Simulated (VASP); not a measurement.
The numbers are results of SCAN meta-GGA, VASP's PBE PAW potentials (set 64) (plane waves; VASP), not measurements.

The input files of a VASP run:

POSCAR:
```
SiO2
1
    4.1938818509    -0.0000000000     0.0000000000
   -0.0000000000     4.1938818509     0.0000000000
    0.0000000000     0.0000000000     2.6825246477
Si O
2 4
Direct
  0.0000000000   0.0000000000   0.0000000000
  0.5000000000   0.5000000000   0.5000000000
  0.3057128375   0.3057128375   0.0000000000
  0.8057128375   0.1942871625   0.5000000000
  0.1942871625   0.8057128375   0.5000000000
  0.6942871625   0.6942871625   0.0000000000
```

### INCAR
```
SYSTEM = SiO2
PREC = Accurate
ENCUT = 520
EDIFF = 1E-6
NELM = 100
ALGO = Normal
LREAL = .FALSE.
LASPH = .TRUE.
ISMEAR = 0
SIGMA = 0.05
METAGGA = SCAN
LMIXTAU = .TRUE.
LWAVE = .FALSE.
LCHARG = .FALSE.
IBRION = 2
ISIF = 3
NSW = 60
EDIFFG = -0.02
```

**KPOINTS**
```
Regular mesh
0
Gamma
  5 5 7
0 0 0
```

POTCAR, in this order: Si O (PBE.64 set). Program: vasp_std.

### Question
What does the run give for the energy per atom (σ→0), volume per atom, band gap (on the k-mesh)?

### Answer

```
Item                                       Result
------------------------  -----------------------
energy per atom (σ→0)     -1003.8 kJ/mol of atoms
band gap (on the k-mesh)                  6.48 eV
volume per atom                      7.77 Å³/atom
```

OSZICAR:
```
...
DAV:   1    -0.624240138896E+02   -0.11378E-03   -0.29216E-02   968   0.147E+00    0.626E-02
DAV:   2    -0.624239414926E+02    0.72397E-04   -0.92541E-04  1112   0.265E-01    0.226E-02
DAV:   3    -0.624239408359E+02    0.65666E-06   -0.68998E-05  1052   0.106E-01    0.107E-02
DAV:   4    -0.624239448023E+02   -0.39664E-05   -0.37709E-05   984   0.850E-02    0.418E-03
DAV:   5    -0.624239482626E+02   -0.34603E-05   -0.30172E-05   992   0.779E-02    0.188E-03
DAV:   6    -0.624239498857E+02   -0.16232E-05   -0.54379E-06  1016   0.346E-02    0.155E-03
DAV:   7    -0.624239502326E+02   -0.34693E-06   -0.28911E-07   580   0.702E-03
   5 F= -.62423950E+02 E0= -.62423950E+02  d E =-.503134E-04
```

The compound is SiO2 in the rutile structure, stishovite, a high-pressure form. This run relaxes it. Symmetry was kept, so distortions that lower it aren't found. The start is the result of an earlier pass.
